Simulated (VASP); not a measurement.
Here is the system:

```yaml
crystal:
  lattice:
    - [4.69074, 0.00000, 0.00000]
    - [0.00000, 4.69074, 0.00000]
    - [0.00000, 0.00000, 4.69074]
  atoms:
    - { symbol: Ce, position: [0.00000, 0.00000, 0.00000], spin: 1.0 }
    - { symbol: In, position: [0.00000, 0.50000, 0.50000] }
    - { symbol: In, position: [0.50000, 0.00000, 0.50000] }
    - { symbol: In, position: [0.50000, 0.50000, 0.00000] }
```

Level of theory: PBEsol GGA, VASP's PBE PAW potentials (set 64) (plane waves; VASP 6.6.1). Run with 300 eV cut-off, 5×5×5 Γ-centred mesh, Fermi-Dirac smearing of 0.10 eV, potentials Ce In_d.

At this cut-off the stress carries a Pulay error, which pulls relaxed volumes low.

### Question
Give the stress tensor in GPa (positive for a compressed cell).

### Answer

```
-2.92   0.00   0.00
 0.00  -2.92   0.00
 0.00   0.00  -2.92
```
The pressure is its mean diagonal, -2.92 GPa.

The structure comes from a measured CeIn3 entry (Pm-3m) of the Crystallography Open Database, whose conditions weren't checked. The cell was not relaxed at this level. VASP warned that the highest band is occupied, so more bands are needed.
